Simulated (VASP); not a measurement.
Calculation: r2SCAN meta-GGA, VASP's PBE PAW potentials (set 64) (plane waves; VASP).

VASP ran on this input.

### POSCAR
```
CeO2
1
    5.0986684176     0.0000000000     0.0000000000
   -0.0000000000     5.0986684176     0.0000000000
    0.0000000000     0.0000000000     3.6280567256
Ce O
2 4
Direct
  0.5000000000   0.5000000000   0.5000000000
  0.0000000000   1.0000000000   0.0000000000
  0.8123968315   0.1876031685   0.5000000000
  0.1876031685   0.8123968315   0.5000000000
  0.3123968315   0.3123968315   0.0000000000
  0.6876031685   0.6876031685   0.0000000000
```

### INCAR
```
SYSTEM  =  CeO2
PREC  =  Accurate; ENCUT  =  520; LREAL  =  .FALSE.
LASPH  =  .TRUE.
EDIFF  =  1E-7; NELM  =  100; ALGO  =  Normal
LMAXMIX  =  6; LMIXTAU  =  .TRUE.
ISMEAR  =  -5
METAGGA  =  R2SCAN
ISIF  =  2
LWAVE  =  .FALSE.; LCHARG  =  .FALSE.; LORBIT  =  11
NEDOS  =  601
```

KPOINTS_OPT:
```
k-points along high-symmetry lines
6
Line-mode
Reciprocal
  0.000000   0.000000   0.000000 ! GAMMA
  0.000000   0.500000   0.000000 ! X

  0.000000   0.500000   0.000000 ! X
  0.500000   0.500000   0.000000 ! M

  0.500000   0.500000   0.000000 ! M
  0.000000   0.000000   0.000000 ! GAMMA

  0.000000   0.000000   0.000000 ! GAMMA
  0.000000   0.000000   0.500000 ! Z

  0.000000   0.000000   0.500000 ! Z
  0.000000   0.500000   0.500000 ! R

  0.000000   0.500000   0.500000 ! R
  0.500000   0.500000   0.500000 ! A

  0.500000   0.500000   0.500000 ! A
  0.000000   0.000000   0.500000 ! Z

  0.000000   0.500000   0.000000 ! X
  0.000000   0.500000   0.500000 ! R

  0.500000   0.500000   0.000000 ! M
  0.500000   0.500000   0.500000 ! A
```

**KPOINTS**
```
Automatic mesh
0
Gamma
5 5 7
0 0 0
```

POTCAR, in this order: Ce O (PBE.64 set). Program: vasp_std.

Output of the run:

**OSZICAR**
```
       N       E                     dE             d eps       ncg     rms          rms(c)
DAV:   1     0.558251679152E+03    0.55825E+03   -0.21939E+04  1344   0.221E+03
DAV:   2     0.677513236279E+02   -0.49050E+03   -0.47185E+03  1736   0.417E+02
DAV:   3    -0.108808644805E+03   -0.17656E+03   -0.17448E+03  2016   0.226E+02
DAV:   4    -0.134119186396E+03   -0.25311E+02   -0.25238E+02  2288   0.888E+01
DAV:   5    -0.135032977793E+03   -0.91379E+00   -0.91313E+00  2144   0.215E+01    0.496E+01
DAV:   6    -0.111996677862E+03    0.23036E+02   -0.98773E+01  1800   0.602E+01    0.158E+01
DAV:   7    -0.107780518537E+03    0.42162E+01   -0.59870E+01  2000   0.739E+01    0.234E+01
DAV:   8    -0.106753949339E+03    0.10266E+01   -0.22054E+01  1792   0.341E+01    0.109E+01
DAV:   9    -0.106238004702E+03    0.51594E+00   -0.90232E+00  2120   0.275E+01    0.340E+00
DAV:  10    -0.106611139534E+03   -0.37313E+00   -0.68020E-01  1744   0.734E+00    0.124E+00
DAV:  11    -0.107047387292E+03   -0.43625E+00   -0.51317E-01  1984   0.610E+00    0.896E-01
DAV:  12    -0.107019139259E+03    0.28248E-01   -0.85108E-02  2544   0.215E+00    0.154E+00
DAV:  13    -0.107031454400E+03   -0.12315E-01   -0.82870E-03  2160   0.757E-01    0.139E+00
DAV:  14    -0.107057477719E+03   -0.26023E-01   -0.54822E-02  1920   0.211E+00    0.526E-01
DAV:  15    -0.107061007053E+03   -0.35293E-02   -0.29303E-03  2160   0.505E-01    0.454E-01
DAV:  16    -0.107067832011E+03   -0.68250E-02   -0.19078E-02  1880   0.121E+00    0.257E-01
DAV:  17    -0.107067241960E+03    0.59005E-03   -0.32385E-03  2208   0.501E-01    0.342E-01
DAV:  18    -0.107067273573E+03   -0.31614E-04   -0.57957E-04  2016   0.214E-01    0.172E-01
DAV:  19    -0.107068122232E+03   -0.84866E-03   -0.67783E-04  1640   0.270E-01    0.401E-02
DAV:  20    -0.107068040344E+03    0.81888E-04   -0.11498E-04  1712   0.883E-02    0.500E-02
DAV:  21    -0.107068033482E+03    0.68618E-05   -0.75371E-05  2360   0.638E-02    0.218E-02
DAV:  22    -0.107068102976E+03   -0.69494E-04   -0.22856E-05  1536   0.458E-02    0.978E-03
DAV:  23    -0.107068108223E+03   -0.52463E-05   -0.77556E-06  2240   0.263E-02    0.301E-03
DAV:  24    -0.107068108235E+03   -0.11820E-07   -0.78453E-07  1624   0.779E-03
   1 F= -.10706811E+03 E0= -.10706811E+03  d E =0.000000E+00
       N       E                     dE             ncg
       N       E                     dE             ncg
       N       E                     dE             ncg
```

OUTCAR:
```
------------------------ aborting loop because EDIFF is reached ----------------------------------------
  FORCE on cell =-STRESS in cart. coord.  units (eV):
  Direction    XX          YY          ZZ          XY          YZ          ZX
  --------------------------------------------------------------------------------------
  Total        0.0153397      0.0153397     -0.0964341      0.0000000      0.0000000      0.0000000
  in kB        0.2605789      0.2605789     -1.6381503      0.0000000      0.0000000      0.0000000
  external PRESSURE =      -0.3723309 kB  Pullay stress =       0.0000000 kB
  volume of cell :       94.32
      direct lattice vectors                 reciprocal lattice vectors
     5.098668418  0.000000000  0.000000000     0.196129640  0.000000000  0.000000000
     0.000000000  5.098668418  0.000000000     0.000000000  0.196129640  0.000000000
     0.000000000  0.000000000  3.628056726     0.000000000  0.000000000  0.275629648
 POSITION                                       TOTAL-FORCE (eV/Angst)
 -----------------------------------------------------------------------------------
      2.54933      2.54933      1.81403        -0.000000      0.000000     -0.000000
      0.00000      0.00000      0.00000        -0.000000      0.000000     -0.000000
      4.14214      0.95653      1.81403        -0.010764      0.010764     -0.000000
      0.95653      4.14214      1.81403         0.010764     -0.010764      0.000000
      1.59281      1.59281      0.00000        -0.010764     -0.010764      0.000000
      3.50586      3.50586      0.00000         0.010764      0.010764     -0.000000
 -----------------------------------------------------------------------------------
    total drift:                                0.000000      0.000000      0.000000
  FREE ENERGIE OF THE ION-ELECTRON SYSTEM (eV)
  ---------------------------------------------------
  free  energy   TOTEN  =      -107.0681082345 eV

  energy  without entropy=     -107.0681082345  energy(sigma->0) =     -107.06810823

 total charge

# of ion       s       p       d       f       tot
--------------------------------------------------
    1        2.079   5.833   0.894   0.932   9.739
    2        2.079   5.833   0.894   0.932   9.739
    3        1.584   3.454   0.000   0.000   5.038
    4        1.584   3.454   0.000   0.000   5.038
    5        1.584   3.454   0.000   0.000   5.038
    6        1.584   3.454   0.000   0.000   5.038
--------------------------------------------------
tot         10.496  25.481   1.789   1.864  39.630
```
(Selected blocks of OUTCAR.)

The structure comes from a computed database's CeO2 entry (P4_2/mnm); how it stands against other phases isn't given here. It was relaxed first. The run is not spin-polarised, so no magnetic state was tried.
